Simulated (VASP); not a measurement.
Level of theory: PBE GGA, VASP's PBE PAW potentials (set 64) (plane waves; VASP).

Input for VASP

### KPOINTS
```
Automatic mesh
0
Gamma
12 12 12
0 0 0
```

### INCAR
```
# general
SYSTEM = Al
PREC   = Accurate
ENCUT  = 400
LREAL  = .False.
LASPH  = .True.

# electronic loop
EDIFF  = 1E-6
NELM   = 100
ALGO   = Normal

# smearing
ISMEAR = 1
SIGMA  = 0.1

# functional
GGA    = PE

# ions
ISIF   = 2

# output
LWAVE  = .False.
LCHARG = .False.
```

### POSCAR
```
Al
1
    0.0000000000     2.0250000000     2.0250000000
    2.0250000000     0.0000000000     2.0250000000
    2.0250000000     2.0250000000     0.0000000000
Al
1
Direct
  0.0000000000   0.0000000000   0.0000000000
```

POTCAR, in this order: Al (PBE.64 set). Program: vasp_std.

The resulting files:

OUTCAR:
```
 ion  position               nearest neighbor table
   1  0.000  0.000  0.000-
  LATTYP: Found a face centered cubic cell.
 ALAT       =     4.0500000000
 Subroutine PRICEL returns:
 Original cell was already a primitive cell.
 Subroutine GETGRP returns: Found 48 space group operations
The static configuration has the point symmetry O_h .
The dynamic configuration has the point symmetry O_h .
 Subroutine INISYM returns: Found 48 space group operations
 Subroutine IBZKPT returns following result:
 Found     72 irreducible k-points:

 Following reciprocal coordinates:
            Coordinates               Weight
  0.000000  0.000000  0.000000      1.000000
  0.083333  0.000000  0.000000      8.000000
  0.166667  0.000000  0.000000      8.000000
  0.250000  0.000000  0.000000      8.000000
  0.333333  0.000000  0.000000      8.000000
  0.416667  0.000000  0.000000      8.000000
  0.500000  0.000000  0.000000      4.000000
  0.083333  0.083333  0.000000      6.000000
  0.166667  0.083333  0.000000     24.000000
  0.250000  0.083333  0.000000     24.000000
  0.333333  0.083333  0.000000     24.000000
  0.416667  0.083333  0.000000     24.000000
  0.500000  0.083333  0.000000     24.000000
 -0.416667  0.083333  0.000000     24.000000
 -0.333333  0.083333  0.000000     24.000000
 -0.250000  0.083333  0.000000     24.000000
 -0.166667  0.083333  0.000000     24.000000
 -0.083333  0.083333  0.000000     12.000000
  0.166667  0.166667  0.000000      6.000000
  0.250000  0.166667  0.000000     24.000000
  0.333333  0.166667  0.000000     24.000000
  0.416667  0.166667  0.000000     24.000000
  0.500000  0.166667  0.000000     24.000000
 -0.416667  0.166667  0.000000     24.000000
 -0.333333  0.166667  0.000000     24.000000
 -0.250000  0.166667  0.000000     24.000000
 -0.166667  0.166667  0.000000     12.000000
  0.250000  0.250000  0.000000      6.000000
  0.333333  0.250000  0.000000     24.000000
  0.416667  0.250000  0.000000     24.000000
  0.500000  0.250000  0.000000     24.000000
 -0.416667  0.250000  0.000000     24.000000
 -0.333333  0.250000  0.000000     24.000000
 -0.250000  0.250000  0.000000     12.000000
  0.333333  0.333333  0.000000      6.000000
  0.416667  0.333333  0.000000     24.000000
  0.500000  0.333333  0.000000     24.000000
 -0.416667  0.333333  0.000000     24.000000
 -0.333333  0.333333  0.000000     12.000000
  0.416667  0.416667  0.000000      6.000000
   k-points           NKPTS =     72   k-points in BZ     NKDIM =     72   number of bands    NBANDS=      5
   number of dos      NEDOS =    301   number of ions     NIONS =      1
   total plane-waves  NPLWV =   8000
   dimension x,y,z NGX =    20 NGY =   20 NGZ =   20
   dimension x,y,z NGXF=    40 NGYF=   40 NGZF=   40
   ions per type =               1
   PREC   = accura    normal or accurate (medium, high low for compatibility)
   ISTART =      0    job   : 0-new  1-cont  2-samecut
   ICHARG =      2    charge: 1-file 2-atom 10-const
   ISPIN  =      1    spin polarized calculation?
   LNONCOLLINEAR =      F non collinear calculations
   LSORBIT =      F    spin-orbit coupling
   INIWAV =      1    electr: 0-lowe 1-rand  2-diag
   ENCUT  =  400.0 eV  29.40 Ry    5.42 a.u.   4.67  4.67  4.67*2*pi/ulx,y,z
   NELM   =    100;   NELMIN=  2; NELMDL= -5     # of ELM steps
   EDIFF  = 0.1E-05   stopping-criterion for ELM
   LREAL  =      F    real-space projection
   NLSPLINE    = F    spline interpolate recip. space projectors
   LMAXMIX     =    2 max onsite mixed and CHGCAR
   VOSKOWN=      0    Vosko Wilk Nusair interpolation
...
```

OSZICAR:
```
       N       E                     dE             d eps       ncg     rms          rms(c)
DAV:   1    -0.200470470036E+01   -0.20047E+01   -0.72224E+02   810   0.245E+02
DAV:   2    -0.376337219815E+01   -0.17587E+01   -0.15282E+01   980   0.276E+01
DAV:   3    -0.377502226423E+01   -0.11650E-01   -0.11651E-01   980   0.267E+00
DAV:   4    -0.377504802919E+01   -0.25765E-04   -0.25766E-04   975   0.119E-01
DAV:   5    -0.377504822312E+01   -0.19392E-06   -0.19356E-06   950   0.893E-03    0.129E+00
DAV:   6    -0.376245631024E+01    0.12592E-01   -0.15806E-03   860   0.300E-01    0.752E-01
DAV:   7    -0.375317722786E+01    0.92791E-02   -0.48118E-03   860   0.486E-01    0.145E-01
DAV:   8    -0.375317484311E+01    0.23848E-05   -0.24028E-05   890   0.518E-02    0.738E-03
DAV:   9    -0.375317337197E+01    0.14711E-05   -0.10286E-06   870   0.698E-03    0.113E-03
DAV:  10    -0.375317301680E+01    0.35517E-06   -0.52217E-09   495   0.799E-04
   1 F= -.37531730E+01 E0= -.37534303E+01  d E =0.771969E-03
```

OUTCAR:
```
------------------------ aborting loop because EDIFF is reached ----------------------------------------
  FORCE on cell =-STRESS in cart. coord.  units (eV):
  Direction    XX          YY          ZZ          XY          YZ          ZX
  --------------------------------------------------------------------------------------
  Total       -0.0405815     -0.0405815     -0.0405815      0.0000000      0.0000000     -0.0000000
  in kB       -3.9150183     -3.9150183     -3.9150183      0.0000000      0.0000000     -0.0000000
  external PRESSURE =      -3.9150183 kB  Pullay stress =       0.0000000 kB
  volume of cell :       16.61
      direct lattice vectors                 reciprocal lattice vectors
     0.000000000  2.025000000  2.025000000    -0.246913580  0.246913580  0.246913580
     2.025000000  0.000000000  2.025000000     0.246913580 -0.246913580  0.246913580
     2.025000000  2.025000000  0.000000000     0.246913580  0.246913580 -0.246913580
 POSITION                                       TOTAL-FORCE (eV/Angst)
 -----------------------------------------------------------------------------------
      0.00000      0.00000      0.00000         0.000000      0.000000     -0.000000
 -----------------------------------------------------------------------------------
    total drift:                                0.000000     -0.000000     -0.000000
  FREE ENERGIE OF THE ION-ELECTRON SYSTEM (eV)
  ---------------------------------------------------
  free  energy   TOTEN  =        -3.7531730168 eV

  energy  without entropy=       -3.7539449855  energy(sigma->0) =       -3.75343034
```
(Selected blocks of OUTCAR.)

The compound is Al in the fcc structure. The cell was not relaxed at this level.
